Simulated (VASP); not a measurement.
Given:

```xyz
2
Lattice="0.0000 3.4406 3.4406 3.4406 0.0000 3.4406 3.4406 3.4406 0.0000" Properties=species:S:1:pos:R:3 pbc="T T T"
Rb     3.4406     6.8812     3.4406
Br     3.4406     3.4406     3.4406
```

All values below come from PBE GGA with D3 dispersion (Becke-Johnson damping), VASP's PBE PAW potentials (set 64) (plane waves; VASP). Settings: 400 eV cut-off, 9×9×9 Γ-centred mesh, Gaussian smearing of 0.010 eV, potentials Rb_sv Br.

Question: Give the direction-averaged independent-particle dielectric function (no local fields, no excitons; a broadening of 0.1 eV leaves a tail below the gap, and fine structure carries the noise of the k-mesh).

Answer: 
```csv
ħω (eV),ε₁,ε₂
0.00,2.79,0.00
0.30,2.79,0.00
0.60,2.80,0.00
0.90,2.81,0.01
1.20,2.83,0.01
1.50,2.85,0.01
1.80,2.88,0.01
2.20,2.93,0.01
2.50,2.97,0.02
2.80,3.03,0.02
3.10,3.10,0.03
3.40,3.19,0.03
3.70,3.30,0.04
4.10,3.53,0.08
4.40,3.75,0.20
4.70,3.79,0.73
5.00,4.00,0.47
5.30,4.25,1.02
5.60,4.02,0.85
5.90,4.92,1.72
6.30,3.98,2.16
6.60,4.54,2.82
6.90,3.28,3.12
7.20,1.76,4.47
7.50,1.93,2.99
7.80,1.45,1.78
8.20,2.39,1.90
8.50,2.89,2.33
8.80,3.33,3.79
9.10,1.79,4.06
9.40,0.43,3.33
9.70,-0.10,3.56
10.00,-0.20,2.25
10.40,-0.22,1.37
10.70,0.30,1.19
11.00,0.39,0.86
11.30,0.76,0.86
11.60,0.88,0.99
11.90,0.86,0.81
12.30,1.21,0.99
```
ε₂ peaks at 7.2 eV (height 4.5), 9.2 eV (height 4.3); ε₁(0) averages 2.79, so the electronic refractive index below the gap tends to √2.79 = 1.67.

The structure comes from a measured RbBr entry (Fm-3m) of the Crystallography Open Database, whose conditions weren't checked. It was relaxed first.
